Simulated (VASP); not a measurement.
Method: HSE06 screened hybrid, VASP's PBE PAW potentials (set 64) (plane waves; VASP).

VASP input:

INCAR:
```
# general
SYSTEM  =TaTe
PREC    =Accurate
ENCUT   =400   # plane-wave cut-off (eV)
LREAL   =.False.
LASPH   =.True.
ISYM    =3

# electronic loop
EDIFF   =1E-6   # SCF stop (eV)
NELM    =100   # most electronic steps
ALGO    =Normal   # blocked Davidson
LMAXMIX =6   # l cut-off of mixed one-centre charges

# smearing
ISMEAR  =0
SIGMA   =0.05   # width (eV)

# functional
GGA     =PE   # PBE
LHFCALC =.True.
AEXX    =0.25
HFSCREEN=0.2   # 1/Angstrom
PRECFOCK=Fast

# ions
ISIF    =2   # forces and stress, cell fixed

# output
LWAVE   =.False.
LCHARG  =.False.
```

**KPOINTS**
```
K-points
0
gamma
 2 2 2
0 0 0
```

POSCAR:
```
TaTe
1
    3.4197480000     0.0000000000     0.0000000000
    0.0000000000     3.4197480000     0.0000000000
    0.0000000000     0.0000000000     3.4197480000
Ta Te
1 1
Direct
  0.0000000000   0.0000000000   0.0000000000
  0.5000000000   0.5000000000   0.5000000000
```

POTCAR, in this order: Ta_pv Te (PBE.64 set). Program: vasp_std.

Gaps are read on the run's mesh, which can miss a band edge. Unless said otherwise, spin-orbit coupling is left out, though it shifts the bands of the heavy elements here.

Estimate the energy per atom (σ→0), pressure, band gap (on the k-mesh).

```
Property                                                    Result
------------------------  ----------------------------------------
energy per atom (σ→0)                               -8.398 eV/atom
band gap (on the k-mesh)  none (metal, semimetal or under 0.01 eV)
pressure                                                 -8.98 GPa
```

OSZICAR:
```
...
DAV:   9    -0.168013311384E+02    0.73480E-02   -0.21337E-02   116   0.671E-01    0.186E+00
DAV:  10    -0.168004025707E+02    0.92857E-03   -0.40853E-03   120   0.355E-01    0.954E-01
DAV:  11    -0.168000367721E+02    0.36580E-03   -0.52183E-04   128   0.182E-01    0.504E-01
DAV:  12    -0.167999105550E+02    0.12622E-03   -0.13550E-04   120   0.913E-02    0.277E-01
DAV:  13    -0.167998766869E+02    0.33868E-04   -0.31474E-05   120   0.405E-02    0.156E-01
DAV:  14    -0.167998647627E+02    0.11924E-04   -0.63296E-06   116   0.175E-02    0.895E-02
DAV:  15    -0.167998641126E+02    0.65001E-06   -0.14977E-06    96   0.928E-03
   1 F= -.16799864E+02 E0= -.16795043E+02  d E =-.964139E-02
```

The structure was generated: TaTe was put into the CsCl type (Pm-3m), which need not be its known phase. The cell was not relaxed at this level. The k-mesh is coarse (spacing up to 0.92 per Å, 2π included), so the numbers may not be converged in it. The electron count is odd and the run is not spin-polarised, which forces a metal.
